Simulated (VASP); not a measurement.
```
CELL_PARAMETERS angstrom
      4.65191     0.00000     0.00000
      0.00000     4.65191     0.00000
      0.00000     0.00000     4.65191
ATOMIC_POSITIONS crystal
  In 0.00000 0.50000 0.50000
  In 0.50000 0.50000 0.00000
  In 0.50000 0.00000 0.50000
  La 0.00000 0.00000 0.00000
```

Calculation: PBEsol GGA, VASP's PBE PAW potentials (set 64) (plane waves; VASP). Settings: 300 eV cut-off, 7×7×7 Γ-centred mesh, Fermi-Dirac smearing of 0.050 eV, potentials In_d La.

At this cut-off the stress carries a Pulay error, which pulls relaxed volumes low.

Q: Give the stress tensor in GPa (positive for a compressed cell).

A: 
```
1.93  0.00  0.00
0.00  1.93  0.00
0.00  0.00  1.93
```
The pressure is its mean diagonal, 1.93 GPa.

The structure was generated: LaIn3 was put into an ordered model structure, which need not be its known phase. The cell was not relaxed at this level.
